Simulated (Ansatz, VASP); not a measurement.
**BC149 (amorphous carbon) in two plane-wave programs**

Aim: how closely do two programs agree when they are given the same cell, functional and k mesh? Of the first pair: The structure shown is the start of the Ansatz relaxation below; VASP solves that cell, so the two are compared at the walk's first step.

Method: plane waves, with VASP 6.6.1 beside it; single point at PBE, in Ansatz 0.2.0.

**1. Set-up**

The cell holds 150 atoms: 149 C and 1 B. Cell: a = 10.082 Å, b = 10.082 Å, c = 10.082 Å, α = 90.0°, β = 90.0°, γ = 90.0°. It derives from C (amorphous carbon). As first built, before any earlier steps moved the atoms (in the runner's words): 150 atoms (150 C) placed at random at 2.92 g/cm^3, melted at 6000 K for 10 ps at fixed volume with the Tersoff potential (Tersoff, Phys. Rev. B 39, 5566 (1989)). Quenched from 6000 K to 300 K at 100 K/ps and fixed volume, held 5 ps, then minimised at fixed cell. Nearest the centre at fractional (0.673, 0.485, 0.051): B150 at 0.00 Å, C21 at 1.50 Å, C95 at 1.54 Å, C130 at 1.57 Å, C32 at 1.60 Å, C42 at 2.23 Å, C19 at 2.34 Å, C33 at 2.39 Å.

**2. Ansatz: relaxation, PBE**

Ansatz runs on its default PAW (the set named soft_2) files.

The two programs are compared at the cell with which this relaxation starts, whose forces are those of its first step.

Input file input.yaml:

```yaml
crystal:
  lattice:
    - [10.0824, 0.0, 0.0]
    - [0.0, 10.0824, 0.0]
    - [0.0, 0.0, 10.0824]
  atoms:
    - { symbol: C, position: [0.18542, 0.25009, 0.68729] }
    - { symbol: C, position: [0.42123, 0.15941, 0.76588] }
[... 4 atom lines left out ...]
    - { symbol: C, position: [0.50309, 0.53867, 0.8941] }
[... 2 atom lines left out ...]
    - { symbol: C, position: [0.6407, 0.76542, 0.06538] }
    - { symbol: C, position: [0.8461, 0.50661, 0.39984] }
[... 1 atom line left out ...]
    - { symbol: C, position: [0.67573, 0.73482, 0.92202] }
[... 5 atom lines left out ...]
    - { symbol: C, position: [0.86965, 0.47675, 0.92767] }
[... 1 atom line left out ...]
    - { symbol: C, position: [0.61587, 0.35728, 2.0e-05] }
[... 1 atom line left out ...]
    - { symbol: C, position: [0.88355, 0.2737, 0.30055] }
    - { symbol: C, position: [0.82143, 0.27677, 0.15823] }
    - { symbol: B, position: [0.6734, 0.48497, 0.05108] }
[... 6 atom lines left out ...]
    - { symbol: C, position: [0.26557, 0.45673, 0.08008] }
    - { symbol: C, position: [0.82725, 0.44998, 0.07117] }
    - { symbol: C, position: [0.55782, 0.28772, 0.1137] }
    - { symbol: C, position: [0.54546, 0.40902, 0.36271] }
[... 3 atom lines left out ...]
    - { symbol: C, position: [0.20458, 0.93584, 0.82496] }
[... 1 atom line left out ...]
    - { symbol: C, position: [0.10733, 0.81069, 0.85117] }
    - { symbol: C, position: [0.7752, 0.25482, 0.82696] }
[... 1 atom line left out ...]
    - { symbol: C, position: [0.69834, 0.21481, 0.52338] }
[... 3 atom lines left out ...]
    - { symbol: C, position: [0.72529, 0.05114, 0.95052] }
    - { symbol: C, position: [0.82385, 0.34336, 0.73407] }
    - { symbol: C, position: [0.40325, 0.63276, 0.93267] }
[... 1 atom line left out ...]
    - { symbol: C, position: [0.29163, 0.20952, 0.8107] }
[... 3 atom lines left out ...]
    - { symbol: C, position: [0.95043, 0.61445, 0.61692] }
[... 1 atom line left out ...]
    - { symbol: C, position: [0.65256, 0.90997, 0.45217] }
[... 8 atom lines left out ...]
    - { symbol: C, position: [0.87107, 0.89876, 0.78995] }
[... 1 atom line left out ...]
    - { symbol: C, position: [0.00183, 0.08742, 0.72451] }
[... 1 atom line left out ...]
    - { symbol: C, position: [0.08481, 0.53982, 0.43109] }
[... 2 atom lines left out ...]
    - { symbol: C, position: [0.94345, 0.92656, 0.23372] }
[... 1 atom line left out ...]
    - { symbol: C, position: [0.46028, 0.9366, 0.00731] }
[... 3 atom lines left out ...]
    - { symbol: C, position: [0.42095, 0.08477, 0.33337] }
    - { symbol: C, position: [0.63071, 0.28348, 0.86876] }
[... 3 atom lines left out ...]
    - { symbol: C, position: [0.25933, 0.37673, 0.69571] }
[... 1 atom line left out ...]
    - { symbol: C, position: [0.61958, 0.17226, 0.62415] }
[... 4 atom lines left out ...]
    - { symbol: C, position: [0.77773, 0.96592, 0.67644] }
[... 2 atom lines left out ...]
    - { symbol: C, position: [0.18953, 0.55361, 0.52935] }
[... 13 atom lines left out ...]
    - { symbol: C, position: [0.1001, 0.56825, 0.93877] }
    - { symbol: C, position: [0.90663, 0.17627, 0.07593] }
[... 2 atom lines left out ...]
    - { symbol: C, position: [0.09788, 0.89833, 0.22865] }
    - { symbol: C, position: [0.75398, 0.49206, 0.71152] }
    - { symbol: C, position: [0.29243, 0.36712, 0.98646] }
[... 5 atom lines left out ...]
    - { symbol: C, position: [0.12373, 0.50926, 0.3076] }
[... 5 atom lines left out ...]
    - { symbol: C, position: [0.89005, 0.93166, 0.49745] }
[... 1 atom line left out ...]
    - { symbol: C, position: [0.90258, 0.77007, 0.24596] }
    - { symbol: C, position: [0.61242, 0.55051, 0.31024] }
[... 2 atom lines left out ...]
    - { symbol: C, position: [0.93513, 0.30185, 0.52529] }
[... 16 atom lines left out ...]
    - { symbol: C, position: [0.8613, 0.37149, 0.40921] }
kpoints:
  mp_grid: { grid: [1, 1, 1] }
hamiltonian:
  xc: pbe
scf:
  occupations: { method: gaussian, width: 0.05 }
output:
  forces: true
  eigenvalues: true
relax:
  f_tol: 0.05
  max_steps: 90
```

Run with:

```
ansatz run input.yaml --threads 4 --pin off --max-ram 8192MiB --backend cpu --events-out ev --progress --plain --runs-dir out
```

Numbers of over 12 decimals in the logs are rounded to 6 here.

Log:

```text
Engine: ansatz 0.2.0, aarch64-unknown-linux-gnu
Pseudopotentials: kind: paw
Pseudopotential: C, paw, valence charge 4, recommended cutoff 420 eV (normal), C.paw.azcp
Pseudopotential: B, paw, valence charge 3, recommended cutoff 420 eV (normal), B.paw.azcp
Functional definition: PBE
  parameter kappa = 0.804
  parameter beta = 0.066725
  exchange = pbe_x(kappa = kappa, mu = beta*pi^2/3)
  correlation = pbe_c(beta = beta)
Crystal: 150 atoms, lattice volume = 1024.924 Å³
Basis set: ecut = 420 eV, 20005 PW (Γ), exchange–correlation on 144×144×144 points (8 copies of the dense FFT grid, shifted against one another)
Bands: 450, of which v1, the nominal top of the filled ones, is band 300 counted from 1 (299 counted from 0)
Symmetry: 1 space group operations
Space group: P1 (ITA 1), of the structure as read, at distance tolerance 1.0e-4 Å
k-points: 1
Non-local potential: C, projectors of the file, l = 0: 2, l = 1: 2, l = 2: 1
Non-local potential: B, projectors of the file, l = 0: 2, l = 1: 2, l = 2: 1
PAW form: soft (Blöchl's): semilocal exchange-correlation on the pseudo side does not see the compensation charge
PAW one-centre angular grid: C, 110 points (default); XC on 64 Gauss nodes
PAW one-centre angular grid: B, 110 points (default); XC on 64 Gauss nodes
Initial density: superposition of atomic densities (neutral atoms: chi_scale 0, normalization atom), corrected by the library's trained network
Initial wavefunctions: pseudopotential atomic-orbital guess
Functional: x = pbe(κ = 0.804, μ = 0.219515), c = pbe(β = 0.066725)
SCF iter   1: F=—  HF=-37431.465508 eV  |F-HF|=—  |Δ(HF+E_count)|=         —  Δρ=1.63e-2  dr2=6.39e0  ethr=1.77e-3  ⟨swp⟩=6.0  Hψ=1839  notcnv=0  defer=116
preconditioner: auto → Resta (q_TF=auto, 2.495 Å⁻¹)  ε∞=4.6  [insulator: Δε(μ)=0.348 eV  Ē_g=15.028 eV  σ=0.050 eV  W_gap=0.50  n_scr=256 (ndim 8)  ℏωp=28.4 eV  f_vac=0.002  D(μ)=22.57/eV (n_scr^D=146)  ε∞_Penn≈4.6]
SCF iter   2: F=—  HF=-37430.715022 eV  |F-HF|=—  |Δ(HF+E_count)|=   7.50e-1  Δρ=8.15e-3  dr2=1.49e0  ethr=1.07e-3  ⟨swp⟩=2.0  Hψ=519  notcnv=0  defer=128
SCF iter   3: F=—  HF=-37430.433606 eV  |F-HF|=—  |Δ(HF+E_count)|=   2.81e-1  Δρ=1.72e-3  dr2=5.41e-2  ethr=2.49e-4  ⟨swp⟩=2.0  Hψ=457  notcnv=0  defer=140
SCF iter   4: F=—  HF=-37430.429930 eV  |F-HF|=—  |Δ(HF+E_count)|=   3.68e-3  Δρ=5.52e-4  dr2=2.83e-3  ethr=9.04e-6  ⟨swp⟩=3.0  Hψ=793  notcnv=0  defer=140
SCF iter   5: F=—  HF=-37430.429814 eV  |F-HF|=—  |Δ(HF+E_count)|=   1.17e-4  Δρ=1.46e-4  dr2=3.94e-4  ethr=4.73e-7  ⟨swp⟩=3.0  Hψ=610  notcnv=0  defer=140
SCF iter   6: F=-37430.429843 eV  HF=-37430.429839 eV  |F-HF|=3.41e-6  |Δ(HF+E_count)|=   2.58e-5  Δρ=3.09e-5  dr2=9.68e-6  ethr=1.04e-8  ⟨swp⟩=15.0  Hψ=2516  notcnv=0
SCF 1 converged in 6 iterations: F = -37430.429843 eV  dr2 = 9.68e-6
  greatest PAW one-centre occupation: 0.697 electrons in one spin orbital (limit 2), on the C atom at site 75 (counted from 0), in its partial waves of l = 0
relax step   1: F+E_penalty+E_count = -37430.42984290 eV  Δ(F+E_penalty+E_count) = +0.000e0 eV  max|allowed force component| = 1.604e0 eV/Å  Δτ_max = 0.0000 Å  (6 SCF iters, dr2 threshold 6.25e-5 eV, accepted)
Initial density: handed on by an earlier stage of this run
Initial wavefunctions: those handed on with the density
iter 1 solved again at ethr=2.97e-5 eV; its pass at ethr=3.10e-3 eV (dr2=1.78e-1 eV) is discarded
SCF iter   1: F=—  HF=-37430.710526 eV  |F-HF|=—  |Δ(HF+E_count)|=         —  Δρ=4.13e-3  dr2=1.70e-1  ethr=2.97e-5  ⟨swp⟩=2.0  Hψ=1190  notcnv=0  defer=140
preconditioner: auto → Kerker (q_TF=auto, 2.495 Å⁻¹)  [metal: Δε(μ)=0.201 eV  Ē_g=15.021 eV  σ=0.050 eV  W_gap=0.50  n_scr=256 (ndim 8)  ℏωp=28.4 eV  f_vac=0.002  D(μ)=22.57/eV (n_scr^D=146)]
SCF iter   2: F=—  HF=-37430.685710 eV  |F-HF|=—  |Δ(HF+E_count)|=   2.48e-2  Δρ=2.24e-3  dr2=6.01e-2  ethr=2.85e-5  ⟨swp⟩=2.0  Hψ=328  notcnv=0  defer=140
SCF iter   3: F=—  HF=-37430.674410 eV  |F-HF|=—  |Δ(HF+E_count)|=   1.13e-2  Δρ=2.69e-4  dr2=2.73e-3  ethr=1.00e-5  ⟨swp⟩=2.0  Hψ=487  notcnv=0  defer=140
preconditioner: auto → Resta (q_TF=auto, 2.495 Å⁻¹)  ε∞=4.6  [insulator: Δε(μ)=0.204 eV  Ē_g=15.020 eV  σ=0.050 eV  W_gap=0.50  n_scr=256 (ndim 8)  ℏωp=28.4 eV  f_vac=0.002  D(μ)=22.57/eV (n_scr^D=146)  ε∞_Penn≈4.6]
SCF iter   4: F=—  HF=-37430.674021 eV  |F-HF|=—  |Δ(HF+E_count)|=   3.89e-4  Δρ=2.39e-4  dr2=1.21e-3  ethr=4.56e-7  ⟨swp⟩=2.0  Hψ=513  notcnv=0  defer=140
SCF iter   5: F=—  HF=-37430.673907 eV  |F-HF|=—  |Δ(HF+E_count)|=   1.14e-4  Δρ=6.65e-5  dr2=4.36e-5  ethr=2.02e-7  ⟨swp⟩=2.0  Hψ=334  notcnv=0  defer=140
SCF iter   6: F=-37430.673897 eV  HF=-37430.673901 eV  |F-HF|=3.36e-6  |Δ(HF+E_count)|=   6.37e-6  Δρ=1.91e-5  dr2=5.25e-6  ethr=7.27e-9  ⟨swp⟩=12.0  Hψ=2113  notcnv=0
SCF 2 converged in 6 iterations: F = -37430.673897 eV  dr2 = 5.25e-6
[...]
- { symbol: C, position: [0.767964, 0.523845, 0.855213] }
    - { symbol: C, position: [0.697303, 0.214370, 0.523015] }
    - { symbol: C, position: [0.468163, 0.176171, 0.040798] }
    - { symbol: C, position: [0.190681, 0.909899, 0.327630] }
    - { symbol: C, position: [0.935269, 0.033804, 0.852886] }
    - { symbol: C, position: [0.724963, 0.051494, 0.950555] }
    - { symbol: C, position: [0.823822, 0.343609, 0.734776] }
    - { symbol: C, position: [0.404801, 0.631972, 0.933977] }
    - { symbol: C, position: [0.747809, 0.588925, 0.342000] }
    - { symbol: C, position: [0.291512, 0.208486, 0.811143] }
    - { symbol: C, position: [0.571509, 0.796563, 0.827751] }
    - { symbol: C, position: [0.461394, 0.992385, 0.231118] }
    - { symbol: C, position: [0.272182, 0.258174, 0.214179] }
    - { symbol: C, position: [0.949621, 0.614081, 0.616063] }
    - { symbol: C, position: [0.414764, 0.705384, 0.049944] }
    - { symbol: C, position: [0.652494, 0.911589, 0.452073] }
    - { symbol: C, position: [0.680565, 0.233656, 0.176028] }
    - { symbol: C, position: [0.382186, 0.688578, 0.477830] }
    - { symbol: C, position: [0.110147, 0.976884, 0.701067] }
    - { symbol: C, position: [0.327486, 0.542123, 0.455265] }
    - { symbol: C, position: [0.636359, 0.275853, 0.400637] }
    - { symbol: C, position: [0.530457, 0.992607, 0.633884] }
    - { symbol: C, position: [0.349948, 0.893025, 0.327880] }
    - { symbol: C, position: [0.136375, 0.819046, 0.103253] }
[...]
- { symbol: C, position: [0.399456, 0.031508, 0.684609] }
    - { symbol: C, position: [0.388865, 0.320228, 0.576311] }
    - { symbol: C, position: [0.443866, 0.445074, 0.498684] }
    - { symbol: C, position: [0.804529, 0.617103, 0.639186] }
    - { symbol: C, position: [0.517205, 0.749247, 0.711928] }
    - { symbol: C, position: [0.322397, 0.361448, 0.841444] }
    - { symbol: C, position: [0.033897, 0.748487, 0.616156] }
    - { symbol: C, position: [0.858488, 0.371448, 0.407868] }
```

**3. VASP: single point, PBE, start cell, pair 1**

The same cell, functional, mesh and smearing now go to VASP, with its own data sets.

Lines of VASP's logs that name or quote its potential files are left out, and so is its time.

Input file INCAR:

```
SYSTEM = BC149
PREC = Accurate
ENCUT = 520
EDIFF = 1E-06
NELM = 120
ISMEAR = 0
SIGMA = 0.05
LREAL = Auto
ALGO = Normal
GGA = PE
NBANDS = 404
LORBIT = 11
LWAVE = .FALSE.
LCHARG = .FALSE.
ISIF = 2
LASPH = .TRUE.
GGA_COMPAT = .FALSE.
```

Input file POSCAR:

```
BC149
1.0
   10.0824000000      0.0000000000      0.0000000000
    0.0000000000     10.0824000000      0.0000000000
    0.0000000000      0.0000000000     10.0824000000
C B
149 1
Direct
    0.1854221217      0.2500892645      0.6872867571
    0.4212290724      0.1594064905      0.7658791558
[... 4 atom lines left out ...]
    0.5030945013      0.5386713481      0.8941025946
[... 2 atom lines left out ...]
    0.6407006268      0.7654229152      0.0653812584
    0.8460981512      0.5066055701      0.3998353567
[... 1 atom line left out ...]
    0.6757319686      0.7348151234      0.9220225343
[... 5 atom lines left out ...]
    0.8696540506      0.4767515671      0.9276660319
[... 1 atom line left out ...]
    0.6158652702      0.3572760454      0.0000198365
[... 1 atom line left out ...]
    0.8835495517      0.2737046735      0.3005534397
    0.8214314052      0.2767694200      0.1582262160
    0.0095116242      0.4630643498      0.8680968817
[... 6 atom lines left out ...]
    0.8272534317      0.4499821471      0.0711735301
    0.5578235341      0.2877191938      0.1137030866
    0.5454554471      0.4090196779      0.3627112592
    0.5378778862      0.6781917004      0.1361679759
[... 3 atom lines left out ...]
    0.5264024439      0.1639887328      0.8882408950
[... 1 atom line left out ...]
    0.7752023328      0.2548202809      0.8269558835
    0.7670891851      0.5225045624      0.8537451400
[... 1 atom line left out ...]
    0.4693624534      0.1775569309      0.0413988733
[... 3 atom lines left out ...]
    0.8238514639      0.3433607078      0.7340712529
    0.4032472427      0.6327560898      0.9326747600
    0.7511406014      0.5871518686      0.3376973736
[... 1 atom line left out ...]
    0.5721455209      0.7946917401      0.8285328890
[... 3 atom lines left out ...]
    0.4153177815      0.7047528366      0.0486193763
[... 1 atom line left out ...]
    0.6805224946      0.2326033484      0.1803638023
[... 8 atom lines left out ...]
    0.9117670396      0.7575874792      0.9927695787
[... 1 atom line left out ...]
    0.8362195509      0.1429223201      0.9124712370
[... 1 atom line left out ...]
    0.6776561136      0.8837082441      0.1165893041
[... 2 atom lines left out ...]
    0.6196738872      0.4559430294      0.6732623185
[... 1 atom line left out ...]
    0.3261921765      0.4113405538      0.2086407998
[... 3 atom lines left out ...]
    0.6307129255      0.2834840911      0.8687614060
    0.9098032215      0.5467349044      0.1493394430
[... 3 atom lines left out ...]
    0.7804193446      0.7297667222      0.3328969293
[... 1 atom line left out ...]
    0.8204197413      0.7901392526      0.8960366579
[... 4 atom lines left out ...]
    0.0515651035      0.5188645561      0.1871578196
[... 2 atom lines left out ...]
    0.5774319606      0.5276918194      0.1616579386
[... 13 atom lines left out ...]
    0.9066293740      0.1762675553      0.0759343014
    0.5360826787      0.7027691819      0.2923609458
[... 2 atom lines left out ...]
    0.7539772276      0.4920554630      0.7115170991
    0.2924303737      0.3671248909      0.9864615568
    0.4852316909      0.4021760692      0.2085416171
[... 5 atom lines left out ...]
    0.5574168849      0.3529814330      0.7551575022
[... 5 atom lines left out ...]
    0.9037431564      0.6846385781      0.1222724748
[... 1 atom line left out ...]
    0.6124236293      0.5505137666      0.3102435928
    0.6527612473      0.5741886852      0.9246409585
[... 2 atom lines left out ...]
    0.4591763866      0.4230143617      0.8368741569
[... 16 atom lines left out ...]
    0.6734011743      0.4849738158      0.0510791081
```

Input file KPOINTS:

```
Automatic mesh
0
Gamma
1 1 1
0 0 0
```

The projector-augmented-wave data sets are C and B (PBE family, release 64).

Run with:

```
export OMP_NUM_THREADS=3
mpirun -np 1 vasp_gam
```

Log:

```text
[banner, memory and clock lines left out]
running    1 mpi-ranks, on    1 nodes
[...]
Offloading initialized ...    1 GPUs detected
[...]
LDA part: xc-table for (Slater+PW92), standard interpolation
 POSCAR, INCAR and KPOINTS ok, starting setup
[...]
entering main loop
       N       E                     dE             d eps       ncg     rms          rms(c)
DAV:   1     0.407162796265E+04    0.40716E+04   -0.35771E+05   808   0.151E+03
DAV:   2    -0.923256061645E+03   -0.49949E+04   -0.46982E+04  1036   0.343E+02
DAV:   3    -0.131268776907E+04   -0.38943E+03   -0.37988E+03  1000   0.924E+01
DAV:   4    -0.132321525217E+04   -0.10527E+02   -0.10440E+02   968   0.162E+01
[...]
DAV:  18    -0.126574320145E+04   -0.44699E-05   -0.21179E-05   920   0.765E-03    0.736E-03
DAV:  19    -0.126574320257E+04   -0.11278E-05   -0.33531E-06   704   0.312E-03    0.433E-03
DAV:  20    -0.126574320239E+04    0.17980E-06   -0.25097E-06   576   0.191E-03
   1 F= -.12657432E+04 E0= -.12657291E+04  d E =-.282098E-01
```

OUTCAR, selected parts (step 3):

```text
  FREE ENERGIE OF THE ION-ELECTRON SYSTEM (eV)
  ---------------------------------------------------
  free  energy   TOTEN  =     -1265.7432023948 eV

  energy  without entropy=    -1265.7149926024  energy(sigma->0) =    -1265.72909750
```

This run has no spin polarisation. Its electron count is odd, so without a moment it is a metal by construction.

**4. Side by side**

Known differences besides the potentials themselves: the cutoff is 420 eV in Ansatz and 520 eV in VASP (PREC = Accurate, projectors in real space). Total energies have different zeros and are not compared.

Forces on 10 of the 150 atoms, those with the largest forces and the largest differences (eV/Å; atoms numbered as in POSCAR):

```tsv
atom	Ansatz x, y, z	VASP x, y, z
C7	0.538, 0.030, 0.129	0.557, 0.040, 0.138
C21	-0.607, -0.904, -0.933	-0.598, -0.887, -0.957
C32	1.565, -0.298, 0.518	1.550, -0.320, 0.532
C33	-0.339, -0.426, -0.377	-0.374, -0.435, -0.352
C62	-0.105, 0.219, 0.125	-0.123, 0.278, 0.137
C95	-0.870, 0.266, 1.352	-0.873, 0.258, 1.333
C98	-0.044, 0.088, -0.072	-0.037, 0.034, -0.067
C130	-0.207, 1.403, -1.604	-0.243, 1.429, -1.598
C140	-0.019, -0.008, -0.052	0.023, 0.013, -0.035
B150	0.547, 0.776, 0.485	0.557, 0.783, 0.496
```

The forces differ by 16 meV/Å r.m.s., which is 8.0 % of the r.m.s. force of 0.194 eV/Å (both taken over all components).

(Continued in part 2 of 2.)

[Lines on the potential files, build, host, timing and source positions are cut from VASP's logs without a mark.]

[Logs are printed without paths, hosts, clocks, repeated set-up lines and the standing remarks that a program may print on its own settings, such as how far it seeks lower states.]

[Hosts, paths, dates, database ids (printed as entryN), source tags and the programs' standing remarks are cut or masked in the printed files.]
